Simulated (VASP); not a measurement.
MgZn3Se3S:

```
Mg Zn Se S
1.0
     3.96000    0.00000    0.00000
     0.00000    3.96000    0.00000
     0.00000    0.00000   11.20000
Mg Zn Se S
1 3 3 1
Direct
  0.00000 0.00000 0.00000
  0.50000 0.50000 0.75000
  0.50000 0.50000 0.25000
  0.00000 0.00000 0.50000
  0.50000 0.00000 0.62500
  0.00000 0.50000 0.37500
  0.00000 0.50000 0.87500
  0.50000 0.00000 0.12500
```

The cell was built by a generator and needn't be a form met in nature.

- Program: VASP 6.6.1
- Task: relaxation of cell and atoms
- Functional: PBE
- Potentials or basis: VASP PAW PBE potentials, release 64 (Mg, Zn, Se, S)
- Cutoff: 520 eV
- k mesh: 4 × 4 × 2
- Occupations: gaussian, width 0.15 eV
- Spin: no spin polarisation

At the start: pressure 4.8 GPa; volume 21.95 Å³/atom.

Problem. How do energy, volume and symmetry change on relaxing?

Solution. Over 16 steps the energy falls by 34.9 meV/atom and the volume is 23.43 Å³/atom (+6.7 %); space group Pmm2 (No. 25, to 0.05 Å).

The path:
```tsv
step	energy change (eV)	largest force (eV/Å)	pressure (GPa)	volume (Å³)
1	0.0000	0.9578	4.75	175.63
2	-0.2326	0.3233	-0.90	192.70
3	-0.2403	0.4000	-0.48	190.28
4	-0.2405	0.4068	-0.22	189.98
5	-0.2585	0.2668	-0.59	189.22
6	-0.2638	0.3228	0.30	186.94
7	-0.2707	0.1745	0.11	187.85
8	-0.2755	0.1040	-0.32	188.18
9	-0.2764	0.0996	0.07	188.29
10	-0.2777	0.1164	-0.35	188.50
11	-0.2784	0.0867	-0.24	187.45
12	-0.2754	0.0930	0.66	186.25
13	-0.2780	0.1070	0.71	187.07
14	-0.2783	0.1115	0.37	187.32
15	-0.2784	0.1047	0.13	187.37
16	-0.2793	0.0410	0.35	187.46
```

Final structure:
```
CELL_PARAMETERS angstrom
4.06861 0.00000 0.00000
0.00000 4.05098 0.00000
0.00000 0.00000 11.37344
ATOMIC_POSITIONS crystal
Mg 0.00000 0.00000 0.01055
Zn 0.50000 0.50000 0.74762
Zn 0.50000 0.50000 0.24621
Zn 0.00000 0.00000 0.49742
Se 0.50000 0.00000 0.62184
Se 0.00000 0.50000 0.37084
Se 0.00000 0.50000 0.87255
S 0.50000 0.00000 0.13297
```
